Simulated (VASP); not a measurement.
Calculation: PBEsol GGA, VASP's PBE PAW potentials (set 64) (plane waves; VASP 6.6.1).

Input for VASP

**POSCAR**
```
Sb
1
   -1.8665181296     1.8665181296     1.8665181296
    1.8665181296    -1.8665181296     1.8665181296
    1.8665181296     1.8665181296    -1.8665181296
Sb
1
Direct
  0.0000000000   0.0000000000   0.0000000000
```

**INCAR**
```
# general
SYSTEM   =  Sb
PREC     =  Accurate
ENCUT    =  400
LREAL    =  .FALSE.
LASPH    =  .TRUE.

# electronic loop
EDIFF    =  1E-7
NELM     =  100
ALGO     =  Normal
LMAXMIX  =  4

# smearing
ISMEAR   =  -5

# functional
GGA      =  PS

# ions
ISIF     =  2

# output
LWAVE    =  .FALSE.
LCHARG   =  .TRUE.
LORBIT   =  11
NEDOS    =  601
```

**KPOINTS**
```
Automatic mesh
0
Gamma
15 15 15
0 0 0
```

POTCAR, in this order: Sb (PBE.64 set). Program: vasp_std.

Output

OSZICAR:
```
       N       E                     dE             d eps       ncg     rms          rms(c)
DAV:   1     0.545428123942E+01    0.54543E+01   -0.14307E+03  1470   0.434E+02
DAV:   2    -0.425228190390E+01   -0.97066E+01   -0.94312E+01  2040   0.667E+01
DAV:   3    -0.439250056994E+01   -0.14022E+00   -0.13883E+00  1692   0.872E+00
DAV:   4    -0.439302284084E+01   -0.52227E-03   -0.52231E-03  2040   0.695E-01
DAV:   5    -0.439302459750E+01   -0.17567E-05   -0.17432E-05  1740   0.259E-02    0.180E+00
DAV:   6    -0.438918589810E+01    0.38387E-02   -0.18093E-03  1632   0.267E-01    0.103E+00
DAV:   7    -0.438693769322E+01    0.22482E-02   -0.37214E-03  1494   0.380E-01    0.459E-02
DAV:   8    -0.438693742793E+01    0.26529E-06   -0.37598E-05  1866   0.624E-02    0.636E-03
DAV:   9    -0.438693702675E+01    0.40119E-06   -0.30590E-07  1914   0.597E-03    0.164E-03
DAV:  10    -0.438693629656E+01    0.73019E-06   -0.62598E-08  1638   0.170E-03    0.101E-03
DAV:  11    -0.438693619946E+01    0.97093E-07   -0.67895E-10   822   0.279E-04
   1 F= -.43869362E+01 E0= -.43869362E+01  d E =0.000000E+00
```

**OUTCAR**
```
------------------------ aborting loop because EDIFF is reached ----------------------------------------
  FORCE on cell =-STRESS in cart. coord.  units (eV):
  Direction    XX          YY          ZZ          XY          YZ          ZX
  --------------------------------------------------------------------------------------
  Total       -0.0188869     -0.0188869     -0.0188869      0.0000000      0.0000000     -0.0000000
  in kB       -1.1633628     -1.1633628     -1.1633628      0.0000000      0.0000000     -0.0000000
  external PRESSURE =      -1.1633628 kB  Pullay stress =       0.0000000 kB
  volume of cell :       26.01
      direct lattice vectors                 reciprocal lattice vectors
    -1.866518130  1.866518130  1.866518130     0.000000000  0.267878459  0.267878459
     1.866518130 -1.866518130  1.866518130     0.267878459  0.000000000  0.267878459
     1.866518130  1.866518130 -1.866518130     0.267878459  0.267878459  0.000000000
 POSITION                                       TOTAL-FORCE (eV/Angst)
 -----------------------------------------------------------------------------------
      0.00000      0.00000      0.00000        -0.000000      0.000000     -0.000000
 -----------------------------------------------------------------------------------
    total drift:                                0.000000      0.000000      0.000000
  FREE ENERGIE OF THE ION-ELECTRON SYSTEM (eV)
  ---------------------------------------------------
  free  energy   TOTEN  =        -4.3869361995 eV

  energy  without entropy=       -4.3869361995  energy(sigma->0) =       -4.38693620

 total charge

# of ion       s       p       d       tot
------------------------------------------
    1        1.245   1.064   0.042   2.350
```
(Selected blocks of OUTCAR.)

**OUTCAR**
```
 val. band max:        8.9228453109   @ k =  -0.2000   0.2667   0.1333

 cond. band min:       8.7685440723   @ k =   0.2000   0.2000   0.1333


 Fermi energy:         8.7635934167

 k-point     1 :       0.0000    0.0000    0.0000
  band No.  band energies     occupation
      1      -4.3711      2.00000
      2      14.5192      0.00000
      3      14.5192      0.00000
      4      14.5192      0.00000
      5      19.4939      0.00000
      6      19.4939      0.00000

 k-point     2 :       0.0667    0.0000    0.0000
  band No.  band energies     occupation
      1      -4.2748      2.00000
      2      13.7444      0.00000
      3      14.1855      0.00000
      4      14.4310      0.00000
      5      18.8363      0.00000
      6      18.8435      0.00000

 k-point     3 :       0.1333    0.0000    0.0000
  band No.  band energies     occupation
      1      -3.9866      2.00000
      2      11.9984      0.00000
      3      13.4332      0.00000
      4      14.1778      0.00000
      5      17.8019      0.00000
      6      17.9865      0.00000

 k-point     4 :       0.2000    0.0000    0.0000
  band No.  band energies     occupation
      1      -3.5090      2.00000
      2       9.9607     -0.05495
      3      12.5909      0.00000
      4      13.8070      0.00000
      5      16.9434      0.00000
      6      17.2484      0.00000

 k-point     5 :       0.2667    0.0000    0.0000
  band No.  band energies     occupation
      1      -2.8488      2.00000
      2       7.9222      1.93245
      3      11.8227      0.00000
      4      13.3991      0.00000
      5      16.2769      0.00000
      6      16.6548      0.00000

 k-point     6 :       0.3333    0.0000    0.0000
  band No.  band energies     occupation
      1      -2.0237      2.00000
      2       6.0118      2.00097
      3      11.2042      0.00000
      4      13.0322      0.00000
      5      15.7894      0.00000
      6      16.2097      0.00000
...
```

For a metal the tetrahedron method with Blöchl corrections gives inexact stress and forces. Unless said otherwise, spin-orbit coupling is left out, though it shifts the bands of the heavy elements here.

The structure was generated: Sb was put into the bcc type (Im-3m), which need not be its known phase. It was relaxed first, which changed the volume by -5 %.
